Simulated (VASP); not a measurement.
Set up this calculation in VASP 6.6.1, as the native input.

```
Task                   : relaxation of cell and atoms
Functional             : PBE
Potentials or basis    : VASP PAW PBE potentials, release 64 (Ta_pv, Si, N)
Cutoff                 : 520 eV
k mesh                 : 7 × 7 × 4
Occupations            : gaussian, width 0.15 eV
Spin                   : no spin polarisation
Further INCAR settings : PREC = Normal; LREAL = Auto; ALGO = Fast; EDIFF = 1e-05; ISYM = 0; IBRION = 2; EDIFFG = -0.03; NSW = 110; ISIF = 3
```

The structure of Ta2SiN2 lies in POSCAR:

```
Ta2SiN2
1.0
    6.9387443100     -0.0034258200     -0.0485978200
   -1.7361700000      3.0007623500      0.0275808200
   -0.0456499500      0.0334755000      6.5421662800
Ta Si N
4 2 4
Direct
    0.1727683200      0.6621693400      0.2985140300
    0.6782491600      0.7058945500      0.2706391700
    0.3303016100      0.3623409100      0.6999307300
    0.8328770200      0.3350488100      0.7132222100
    0.0145990000      0.0310797200      0.0141362900
    0.5154778900      0.0321409800      0.9858129600
    0.1271248300      0.6405591100      0.6307249500
    0.6568316700      0.6703850800      0.6126177800
    0.3167170400      0.3127486000      0.3402995600
    0.8505026900      0.3258820000      0.3823848700
```

The cell was built by a generator and needn't be a form met in nature.

The input as run:

INCAR

```
SYSTEM = Ta2SiN2
  PREC = Normal
  ENCUT = 520
  EDIFF = 1E-5
  ISMEAR = 0
  SIGMA = 0.15
  LREAL = Auto
  LASPH = .TRUE.
  NELM = 80
  ALGO = Fast
  ISIF = 3
  LWAVE = .FALSE.
  LCHARG = .FALSE.
  GGA = PE
  IBRION = 2
  NSW = 110
  EDIFFG = -0.03
  ISYM = 0
  KPAR = 8
```

KPOINTS

```
Automatic mesh
0
G
  7 7 4
  0 0 0
```

Potentials or basis: VASP PAW PBE potentials, release 64 (Ta_pv, Si, N).

Launch:

```bash
$ cat potpaw_PBE.64/Ta_pv/POTCAR potpaw_PBE.64/Si/POTCAR potpaw_PBE.64/N/POTCAR > POTCAR
$ mpirun -np 8 vasp_std > vasp.out
```

Results of the run:

```yaml
Relaxed_volume: 13.55 Å³/atom
Relaxed_cell: a = 6.926 Å, b = 3.471 Å, c = 6.516 Å, α = 90.01°, β = 90.00°, γ = 120.14°
Space_group_after_relaxing_to_0.05_Å: P-3m1 (No. 164)
Energy_gained_by_relaxing: 149.0 meV/atom
Ionic_steps: 25
Pressure_after_relaxing: -0.1 GPa
Largest_force_after_relaxing: 0.015 eV/Å
Band_gap_on_the_k_mesh: none (metal or under the smearing width)
```

Wall time 4.9 min on 8 MPI ranks on Intel(R) Xeon(R) 6975P-C (Granite Rapids), on a shared host, peak memory 0.46 GiB a rank.
